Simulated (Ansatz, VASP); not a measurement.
# Cross-check of GeMo (CsCl type (invented)) between VASP and Ansatz

One calculation is typed for both programs; each brings its own data sets. How far apart do they land? The cell is generated by rule, not measured, and may not be a known phase. The cell is taken from a series of runs on this material, whose earlier steps may have relaxed, scaled, displaced or heated it; both programs get it as it stands.

Main program and level: Ansatz 0.2.0; plane waves, with VASP 6.6.1 beside it; relaxation of cell and atoms at PBE.

### Step 1. The starting structure

It takes space group Pm-3m (No. 221, cubic). Conventional cell: a = 3.128 Å, b = 3.128 Å, c = 3.128 Å, α = 90.00°, β = 90.00°, γ = 90.00°. Nearest to Mo lie 8 Ge at 2.71 Å. Nearest to Ge lie 8 Mo at 2.71 Å. Farther neighbours are not listed.

Coordinates:

```xyz
2
Lattice="3.1282 0.0000 0.0000 0.0000 3.1282 0.0000 0.0000 0.0000 3.1282" Properties=species:S:1:pos:R:3 pbc="T T T"
Mo    0.0000    0.0000    0.0000
Ge    1.5641    1.5641    1.5641
```

### Step 2. VASP: relaxation of cell and atoms, PBE

The relaxed volume is the usual yardstick between codes: in a stiff, nearly cubic crystal its relative difference is about their pressure difference at one cell divided by the bulk modulus.

Lines of VASP's logs that name or quote its potential files are left out, and so is its time.

File INCAR:

```
SYSTEM = GeMo
PREC = Accurate
ENCUT = 500
EDIFF = 1E-07
NELM = 120
ISMEAR = 0
SIGMA = 0.1
LREAL = .FALSE.
ALGO = Normal
GGA = PE
NBANDS = 20
LASPH = .TRUE.
LORBIT = 11
LWAVE = .FALSE.
LCHARG = .FALSE.
ISIF = 3
IBRION = 2
NSW = 80
EDIFFG = -0.005
GGA_COMPAT = .FALSE.
NELMIN = 4
```

File POSCAR:

```
GeMo
1.0
    3.1282020000      0.0000000000      0.0000000000
    0.0000000000      3.1282020000      0.0000000000
    0.0000000000      0.0000000000      3.1282020000
Mo Ge
1 1
Direct
    0.0000000000      0.0000000000      0.0000000000
    0.5000000000      0.5000000000      0.5000000000
```

File KPOINTS:

```
Automatic mesh
0
Gamma
14 14 14
0 0 0
```

The projector-augmented-wave data sets are Mo_sv and Ge_d (PBE family, release 64).

Started as:

```sh
mpirun -np 1 vasp_std
```

Numbers of over 12 decimals in the logs are rounded to 6 here.

Log:

```text
[banner, memory and clock lines left out]
running    1 mpi-ranks, on    1 nodes
 distrk:  each k-point on    1 cores,    1 groups
 distr:  one band on    1 cores,    1 groups

 POSCAR found type information on POSCAR MoGe
 POSCAR found :  2 types and       2 ions
 LDA part: xc-table for (Slater+PW92), standard interpolation
 POSCAR, INCAR and KPOINTS ok, starting setup
 FFT: planning ... GRIDC
 FFT: planning ... GRID_SOFT
 FFT: planning ... GRID
 WAVECAR not read
 entering main loop
       N       E                     dE             d eps       ncg     rms          rms(c)
DAV:   1     0.217951575245E+03    0.21795E+03   -0.14299E+04  5744   0.324E+03
DAV:   2     0.232822479927E+01   -0.21562E+03   -0.20837E+03  4932   0.627E+02
DAV:   3    -0.157066684564E+02   -0.18035E+02   -0.17623E+02  5296   0.121E+02
DAV:   4    -0.160848220739E+02   -0.37815E+00   -0.37671E+00  5444   0.178E+01
DAV:   5    -0.160895533005E+02   -0.47312E-02   -0.47304E-02  5348   0.230E+00    0.145E+01
DAV:   6    -0.152900447872E+02    0.79951E+00   -0.37592E+00  5112   0.130E+01    0.261E+00
DAV:   7    -0.152139921053E+02    0.76053E-01   -0.25734E-01  6156   0.616E+00    0.225E+00
DAV:   8    -0.151965641872E+02    0.17428E-01   -0.38005E-02  6284   0.227E+00    0.196E-01
DAV:   9    -0.151958140920E+02    0.75010E-03   -0.21040E-03  5872   0.808E-01    0.918E-02
DAV:  10    -0.151957568453E+02    0.57247E-04   -0.28132E-04  6160   0.261E-01    0.407E-02
DAV:  11    -0.151957660176E+02   -0.91723E-05   -0.14059E-05  5600   0.331E-02    0.701E-03
DAV:  12    -0.151957650052E+02    0.10124E-05   -0.24824E-06  5628   0.231E-02    0.165E-03
DAV:  13    -0.151957647654E+02    0.23982E-06   -0.14623E-07  3644   0.268E-03    0.611E-04
DAV:  14    -0.151957647987E+02   -0.33336E-07   -0.10166E-08  2764   0.139E-03
   1 F= -.15195765E+02 E0= -.15189106E+02  d E =-.151958E+02
 curvature:   0.00 expect dE= 0.000E+00 dE for cont linesearch  0.000E+00
 trial: gam= 0.00000 g(F)=  0.000E+00 g(S)=  0.562E-04 ort = 0.000E+00 (trialstep = 0.100E+01)
 search vector abs. value=  0.562E-04
 bond charge predicted
       N       E                     dE             d eps       ncg     rms          rms(c)
DAV:   1    -0.151972654172E+02   -0.15007E-02   -0.26600E-02  6216   0.233E+00    0.332E-01
DAV:   2    -0.151959798748E+02    0.12855E-02   -0.40459E-03  5136   0.640E-01    0.863E-02
DAV:   3    -0.151958048750E+02    0.17500E-03   -0.28764E-04  6040   0.232E-01    0.479E-02
DAV:   4    -0.151957481290E+02    0.56746E-04   -0.10111E-04  6108   0.129E-01    0.236E-02
DAV:   5    -0.151957472333E+02    0.89571E-06   -0.11042E-05  5384   0.538E-02    0.268E-03
DAV:   6    -0.151957469513E+02    0.28203E-06   -0.10622E-06  6068   0.171E-02    0.179E-03
DAV:   7    -0.151957468707E+02    0.80609E-07   -0.70859E-08  2804   0.238E-03
   2 F= -.15195747E+02 E0= -.15189109E+02  d E =0.179280E-04
 trial-energy change:    0.000018  1 .order    0.000022   -0.000056    0.000100
 step:   0.3973(harm=  0.3588)  dis= 0.00000  next Energy=   -15.195776 (dE=-0.114E-04)
 bond charge predicted
       N       E                     dE             d eps       ncg     rms          rms(c)
DAV:   1    -0.151963282927E+02   -0.58134E-03   -0.96736E-03  6216   0.141E+00    0.199E-01
DAV:   2    -0.151958672020E+02    0.46109E-03   -0.14726E-03  5136   0.385E-01    0.517E-02
DAV:   3    -0.151958023828E+02    0.64819E-04   -0.10525E-04  6028   0.139E-01    0.288E-02
DAV:   4    -0.151957792250E+02    0.23158E-04   -0.36836E-05  6108   0.777E-02    0.142E-02
DAV:   5    -0.151957752097E+02    0.40153E-05   -0.40756E-06  5376   0.325E-02    0.153E-03
DAV:   6    -0.151957751908E+02    0.18934E-07   -0.37083E-07  5032   0.103E-02
   3 F= -.15195775E+02 E0= -.15189125E+02  d E =-.103920E-04
 curvature:  -0.18 expect dE=-0.588E-06 dE for cont linesearch -0.588E-06
 trial: gam= 0.00000 g(F)=  0.500E-64 g(S)=  0.329E-05 ort =-0.136E-04 (trialstep = 0.879E+00)
 search vector abs. value=  0.329E-05
 reached required accuracy - stopping structural energy minimisation
```

Parts of OUTCAR (step 2):

```text
ion  position               nearest neighbor table
   1  0.000  0.000  0.000-   2 2.71   2 2.71   2 2.71   2 2.71   2 2.71   2 2.71   2 2.71   2 2.71

  LATTYP: Found a simple cubic cell.
 ALAT       =     3.1282020000

 Subroutine GETGRP returns: Found 48 space group operations
 (whereof 48 operations were pure point group operations)

The static configuration has the point symmetry O_h .

 Found    120 irreducible k-points:

   k-points           NKPTS =    120   k-points in BZ     NKDIM =    120   number of bands    NBANDS=     20

   dimension x,y,z NGX =    24 NGY =   24 NGZ =   24
   dimension x,y,z NGXF=    48 NGYF=   48 NGZF=   48

   ENCUT  =  500.0 eV  36.75 Ry    6.06 a.u.   5.70  5.70  5.70*2*pi/ulx,y,z

   NELECT =      28.0000    total number of electrons

 k-points in reciprocal lattice and weights: Automatic mesh
   0.00000000  0.00000000  0.00000000       0.000
   0.07142857  0.00000000  0.00000000       0.002
   0.14285714  0.00000000  0.00000000       0.002
   0.21428571  0.00000000  0.00000000       0.002
   0.28571429  0.00000000  0.00000000       0.002
   0.35714286  0.00000000  0.00000000       0.002
   0.42857143  0.00000000  0.00000000       0.002
   0.50000000  0.00000000  0.00000000       0.001
   0.07142857  0.07142857  0.00000000       0.004
[...]
0.50000000  0.50000000  0.42857143       0.002
   0.50000000  0.50000000  0.50000000       0.000

 average (electrostatic) potential at core
       1 -70.7301       2 -68.2220

 E-fermi :  10.7537

 k-point     1 :       0.0000    0.0000    0.0000
  band No.  band energies     occupation
    ...
      8     -13.5407      2.00000
      9     -13.5407      2.00000
     10      -1.3956      2.00000
     11       7.7589      2.00000
     12       7.7589      2.00000
     13      11.9350      0.00000
     14      11.9350      0.00000
     15      11.9350      0.00000
     16      13.3610      0.00000
     17      13.3610      0.00000
    ...

 k-point     2 :       0.0714    0.0000    0.0000
  band No.  band energies     occupation
    ...
      8     -13.5411      2.00000
      9     -13.5405      2.00000
     10      -1.3083      2.00000
     11       7.7370      2.00000
     12       7.7894      2.00000
     13      11.5390      0.00000
     14      11.5390      0.00000
     15      11.9440      0.00000
     16      13.0305      0.00000
     17      13.8266      0.00000
    ...

 k-point     3 :       0.1429    0.0000    0.0000
  band No.  band energies     occupation
    ...
      8     -13.5423      2.00000
      9     -13.5400      2.00000
     10      -1.0504      2.00000
     11       7.5891      2.00000
     12       7.8770      2.00000
     13      10.8789      0.07663
     14      10.8789      0.07663
     15      11.9693      0.00000
     16      12.4227      0.00000
     17      14.6992      0.00000
    ...

  Total        0.0067443      0.0067443      0.0067443     -0.0000000      0.0000000     -0.0000000
  in kB        0.3532722      0.3532722      0.3532722     -0.0000000      0.0000000     -0.0000000
  external PRESSURE =       0.3532722 kB  Pullay stress =       0.0000000 kB

  energy-cutoff  :      500.00
  volume of cell :       30.59
      direct lattice vectors                 reciprocal lattice vectors
     3.127366255  0.000000000  0.000000000     0.319757879 -0.000000000  0.000000000
     0.000000000  3.127366255  0.000000000    -0.000000000  0.319757879 -0.000000000
    -0.000000000  0.000000000  3.127366255    -0.000000000 -0.000000000  0.319757879

 POSITION                                       TOTAL-FORCE (eV/Angst)
 -----------------------------------------------------------------------------------
      0.00000      0.00000      0.00000        -0.000000      0.000000      0.000000
      1.56368      1.56368      1.56368         0.000000      0.000000      0.000000
 -----------------------------------------------------------------------------------
    total drift:                                0.000000      0.000000     -0.000000

  FREE ENERGIE OF THE ION-ELECTRON SYSTEM (eV)
  ---------------------------------------------------
  free  energy   TOTEN  =       -15.1957751908 eV

  energy  without entropy=      -15.1824745169  energy(sigma->0) =      -15.18912485

 reached required accuracy - stopping structural energy minimisation

 total charge
# of ion       s       p       d       tot
------------------------------------------
    1        2.275   6.136   4.021  12.432
    2        1.117   1.271  10.081  12.469
--------------------------------------------------
tot          3.392   7.407  14.102  24.901

[... 3 further parts left out ...]
```

### Step 3. Ansatz: relaxation of cell and atoms, PBE

Ansatz runs on its default PAW (the set named soft_2) files.

The same cell, functional, mesh and smearing now go to Ansatz, which takes its cutoff from its data sets.

File input.yaml:

```yaml
crystal:
  lattice:
    - [3.1282024562, 0.0, 0.0]
    - [0.0, 3.1282024562, 0.0]
    - [0.0, 0.0, 3.1282024562]
  atoms:
    - { symbol: Mo, position: [0.0, 0.0, 0.0] }
    - { symbol: Ge, position: [0.5, 0.5, 0.5] }
kpoints:
  mp_grid: { grid: [14, 14, 14] }
hamiltonian:
  xc: pbe
scf:
  occupations: { method: gaussian, width: 0.1 }
output:
  forces: true
  stress: true
  eigenvalues: true
relax:
  adjacent_minimum: "off"
  f_tol: 0.005
  max_steps: 80
  cell: { stress_tol: 0.05 }
```

Started as:

```sh
ansatz run input.yaml --threads 2 --pin off --max-ram 5120MiB --backend cpu --events-out ev --progress --plain --runs-dir out
```

Log:

```text
Engine: ansatz 0.2.0, aarch64-unknown-linux-gnu
Pseudopotentials: kind: paw
Pseudopotential: Mo, paw, valence charge 14, recommended cutoff 420 eV (normal), Mo.paw.azcp
Pseudopotential: Ge, paw, valence charge 14, recommended cutoff 420 eV (normal), Ge.paw.azcp
Functional definition: PBE
  parameter kappa = 0.804
  parameter beta = 0.066725
  exchange = pbe_x(kappa = kappa, mu = beta*pi^2/3)
  correlation = pbe_c(beta = beta)
Crystal: 2 atoms, lattice volume = 30.611 Å³
Basis set: ecut = 420 eV, 619 PW (Γ), exchange–correlation on 48×48×48 points (8 copies of the dense FFT grid, shifted against one another)
Bands: 18, of which v1, the nominal top of the filled ones, is band 14 counted from 1 (13 counted from 0)
Symmetry: 48 space group operations
Space group: Pm-3m (ITA 221), of the structure as read, at distance tolerance 3.1e-5 Å
k-points: 120 of 2744
Non-local potential: Mo, projectors of the file, l = 0: 3, l = 1: 2, l = 2: 2, l = 3: 1
Non-local potential: Ge, projectors of the file, l = 0: 2, l = 1: 2, l = 2: 3, l = 3: 1
PAW form: soft (Blöchl's): semilocal exchange-correlation on the pseudo side does not see the compensation charge
PAW one-centre angular grid: Mo, 590 points (default); XC on 64 Gauss nodes
PAW one-centre angular grid: Ge, 590 points (default); XC on 64 Gauss nodes
Initial density: superposition of atomic densities (neutral atoms: chi_scale 0, normalization atom), corrected by the library's trained network
Initial wavefunctions: pseudopotential atomic-orbital guess
Functional: x = pbe(κ = 0.804, μ = 0.219515), c = pbe(β = 0.066725)
SCF iter   1: F=—  HF=-9250.761612 eV  |F-HF|=—  |Δ(HF+E_count)|=         —  Δρ=9.72e-3  dr2=3.62e-2  ethr=1.77e-3  ⟨swp⟩=5.1  Hψ=10133  notcnv=0
preconditioner: auto → none  [metal: Δε(μ)=0.019 eV  Ē_g=17.474 eV  σ=0.100 eV  W_gap=0.11  n_scr=6 (ndim 8)  ℏωp=30.0 eV  f_vac=0.000  D(μ)=2.66/eV (n_scr^D=26)  sad-step TF]
SCF iter   2: F=—  HF=-9250.758764 eV  |F-HF|=—  |Δ(HF+E_count)|=   2.85e-3  Δρ=6.36e-3  dr2=1.86e-2  ethr=1.29e-4  ⟨swp⟩=1.0  Hψ=3123  notcnv=0
SCF iter   3: F=—  HF=-9250.755144 eV  |F-HF|=—  |Δ(HF+E_count)|=   3.62e-3  Δρ=1.06e-3  dr2=2.93e-4  ethr=6.64e-5  ⟨swp⟩=2.0  Hψ=2427  notcnv=0  defer=1
SCF iter   4: F=—  HF=-9250.755099 eV  |F-HF|=—  |Δ(HF+E_count)|=   4.52e-5  Δρ=3.54e-4  dr2=2.04e-5  ethr=1.05e-6  ⟨swp⟩=2.0  Hψ=3337  notcnv=0  defer=1
SCF iter   5: F=—  HF=-9250.755045 eV  |F-HF|=—  |Δ(HF+E_count)|=   5.34e-5  Δρ=8.25e-5  dr2=5.70e-7  ethr=7.29e-8  ⟨swp⟩=2.0  Hψ=3293  notcnv=0  defer=1
SCF iter   6: F=-9250.755046 eV  HF=-9250.755046 eV  |F-HF|=2.16e-8  |Δ(HF+E_count)|=   4.20e-7  Δρ=1.30e-5  dr2=1.35e-8  ethr=3.57e-10  ⟨swp⟩=5.3  Hψ=9556  notcnv=0
SCF 1 converged in 6 iterations: F = -9250.755046 eV  dr2 = 1.35e-8
  greatest PAW one-centre occupation: 0.998 electrons in one spin orbital (limit 2), on the Ge atom at site 1 (counted from 0), in its partial waves of l = 2
relax step   1: F+E_penalty+E_count = -9250.75504582 eV  Δ(F+E_penalty+E_count) = +0.000e0 eV  max|allowed force component| = 8.217e-30 eV/Å  Δτ_max = 0.0000 Å  P = -0.480 GPa  Ω = 30.611 Å³  (6 SCF iters, dr2 threshold 1.00e-7 eV, accepted)
[...]
relax step   2: F+E_penalty+E_count = -9250.75509186 eV  Δ(F+E_penalty+E_count) = -4.604e-5 eV  max|allowed force component| = 7.889e-31 eV/Å  Δτ_max = 0.0000 Å  P = +0.479 GPa  Ω = 30.455 Å³  energy of the carried Pulay correction = +4.300e-5 eV  (6 SCF iters, dr2 threshold 2.00e-7 eV, accepted)
[...]
relax step   3: F+E_penalty+E_count = -9250.75518608 eV  Δ(F+E_penalty+E_count) = -9.421e-5 eV  max|allowed force component| = 3.944e-30 eV/Å  Δτ_max = 0.0000 Å  P = -0.002 GPa  Ω = 30.533 Å³  energy of the carried Pulay correction = +2.156e-5 eV  (6 SCF iters, dr2 threshold 2.00e-7 eV, accepted)
[...]
relax step   4: F+E_penalty+E_count = -9250.75516366 eV  Δ(F+E_penalty+E_count) = +2.242e-5 eV  max|allowed force component| = 9.203e-30 eV/Å  Δτ_max = 0.0000 Å  P = -0.002 GPa  Ω = 30.533 Å³  stress off target by 2.12e-3 GPa  SCF on the basis re-selected at this cell (its energy is not comparable with the rows above)  (8 SCF iters)
basis re-selected at this cell: Δ(F+E_penalty+E_count) = +2.242e-5 eV, ΔP = +0.000 GPa vs the last step (what re-selecting the basis moved, of the pressure what is left beyond the Pulay correction that the steps carried, after the strain that the cell walked since its last selection, with what the two solves' SCF thresholds leave and, on support functions, any second-order correction that the steps lacked; it is no m [...]
SCF converged after 8 iterations
Free energy (F): -9250.755164 eV
Harris-Foulkes:  -9250.755164 eV  (|F-HF|=0.00e0)
Internal energy: -9250.741909 eV  (E = F + TS)
E sigma→0 (E₀):  -9250.748536 eV
Entropy (-TS):   -0.013255 eV (-6.627 meV/atom)
Fermi energy:    17.801645 eV
--- Per-component energies (eV) ---
  E_band       = -113.779660
  E_kinetic    = 555.095815
  E_local      = -2722.519614  (includes V_loc(G=0)·N_el)
  E_nonlocal   = 563.094803
  E_hartree    = 1121.920716
  E_xc         = -260.031992
  E_vxc        = -295.040367  (∫ρ·V_xc dr)
  E_paw        = -5222.094028  (= ΣΔE_a)
  E_vpaw       = -458.252017  (= ΣTr[D̂ρ^β])
  E_aug_tail   = 0.000287  (compensation charges beyond the density's cutoff)
  E_ewald      = -3286.207896
  E_smearing   = -0.013255  (= −TS)
  E_closure    = 0.000000  (closes the sum)
  Σ components = -9250.755164   (vs F -9250.755164, Δ=0.00e0)
--- Forces (eV/Å), atoms counted from 1 ---
  atom   1  Mo     0.00000000     0.00000000    -0.00000000
  atom   2  Ge    -0.00000000    -0.00000000    -0.00000000
  max |Σ_I F_I| component: 1.53e-29 eV/Å
--- Stress (GPa, compression-positive) ---
       -0.002118       0.000000       0.000000
        0.000000      -0.002118      -0.000000
        0.000000      -0.000000      -0.002118
  P = ⅓ Tr σ = -0.0021 GPa (-0.021 kbar)
--- Band table (eV; the first three rows and the last of 120) ---
  k-point 0: bands = [... 10 lower, 14.8011, 14.8011, 18.9843, 18.9843, 18.9843, 20.4152, 20.4152, 20.4152]
  k-point 1: bands = [... 10 lower, 14.7792, 14.8316, 18.5882, 18.5882, 18.9933, 20.0853, 20.8809, 20.8809]
  k-point 2: bands = [... 10 lower, 14.6315, 14.9193, 17.9271, 17.9271, 19.0187, 19.4782, 21.7541, 21.7541]
  k-point 119: bands = [... 10 lower, 12.3393, 12.3393, 12.7553, 20.5997, 20.5997, 22.0653, 22.0653, 22.0653]
--- Relaxed structure (3 steps of the walk, 3 accepted, 1 SCFs on fresh bases) ---
  F+E_penalty+E_count = -9250.75516366 eV   max|allowed force component| = 9.203e-30 eV/Å   (the final SCF, on the basis selected at the relaxed cell)
  cell:  # Å, volume = 30.5329 Å³
    - [3.125523, 0, 0]
    - [0, 3.125523, 0.0]
    - [0, 0.0, 3.125523]
  atoms:
    - { symbol: Mo, position: [0, 0, 0] }
    - { symbol: Ge, position: [0.500000, 0.500000, 0.500000] }
```

### Step 4. Side by side

Known differences besides the potentials themselves: the cutoff is 420 eV in Ansatz and 500 eV in VASP; Ansatz adds a Pulay correction to the stress that steers its cell, VASP none. Total energies have different zeros and are not compared.

Compared:

| quantity | Ansatz | VASP | difference |
| --- | --- | --- | --- |
| volume (Å³) | 30.53 | 30.59 | -0.18 % |
| edge a after relaxation, in the typed setting (Å) | 3.126 | 3.127 | -0.06 % |

### Step 5. What came out

```yaml
difference_in_volume_relaxation_of_cell_and_atoms_pbe: -0.18 %
```

In words: The difference in volume is -0.18 % (relaxation of cell and atoms, PBE), within the 1.2 % picked in this series as the mark of a large difference, as far as the stopping tolerances let one tell. 1 further run of this series is not shown here. How closely two codes agree says nothing of how well the functional describes the real material.

[Lines on the potential files, build, host, timing and source positions are cut from VASP's logs without a mark.]

[Logs are printed without paths, hosts, clocks, repeated set-up lines and the standing remarks that a program may print on its own settings, such as how far it seeks lower states.]

[Hosts, paths, dates, database ids (printed as entryN), source tags and the programs' standing remarks are cut or masked in the printed files.]
